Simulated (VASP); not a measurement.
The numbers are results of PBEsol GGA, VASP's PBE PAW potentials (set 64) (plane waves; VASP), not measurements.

VASP ran on this input.

**POSCAR**
```
MgI2
1
    1.9749080583    -3.4206400585     0.0000000000
    1.9749080583     3.4206400585     0.0000000000
    0.0000000000     0.0000000000     6.3088975855
Mg I
1 2
Direct
  0.0000000000   0.0000000000   0.0000000000
  0.3333330000   0.6666670000   0.2642475395
  0.6666670000   0.3333330000   0.7357524605
```

### INCAR
```
SYSTEM = MgI2
PREC = Accurate
ENCUT = 500
EDIFF = 1E-6
NELM = 100
ALGO = Normal
LREAL = .FALSE.
LASPH = .TRUE.
ISMEAR = 0
SIGMA = 0.05
GGA = PS
LMAXMIX = 4
LWAVE = .FALSE.
LCHARG = .FALSE.
IBRION = 2
ISIF = 3
NSW = 40
EDIFFG = -0.02
PSTRESS = 100
```

### KPOINTS
```
Automatic mesh
0
Gamma
7 7 4
0 0 0
```

POTCAR, in this order: Mg I (PBE.64 set). Program: vasp_std.

Energy and stress use the plane-wave basis of the starting cell. Without a dispersion term in the relaxation, distances and binding between the weakly bound layers, chains or molecules are unreliable, and so is what depends on them.

Q: What does the run give for the energy per atom (σ→0), volume per atom?

A: 
| Item | Value |
|---|---|
| energy per atom (σ→0) | -2.626 eV/atom |
| volume per atom | 25.96 Å³/atom |

### OSZICAR
```
...
       N       E                     dE             d eps       ncg     rms          rms(c)
DAV:   1    -0.787867409832E+01    0.31290E-01   -0.10202E+00   724   0.621E+00    0.362E-01
DAV:   2    -0.787913120427E+01   -0.45711E-03   -0.40205E-02   776   0.144E+00    0.201E-01
DAV:   3    -0.787818680126E+01    0.94440E-03   -0.14751E-03   804   0.262E-01    0.135E-01
DAV:   4    -0.787798112923E+01    0.20567E-03   -0.37989E-04   824   0.114E-01    0.106E-01
DAV:   5    -0.787796272581E+01    0.18403E-04   -0.61481E-05  1020   0.525E-02    0.924E-03
DAV:   6    -0.787796232681E+01    0.39901E-06   -0.22673E-06   636   0.977E-03
   5 F= -.30168700E+01 E0= -.30168700E+01  d E =-.174576E-01
```

The compound is MgI2 in the 1T layered structure. This run relaxes it under an external pressure of 10 GPa. Symmetry was kept, so distortions that lower it aren't found.
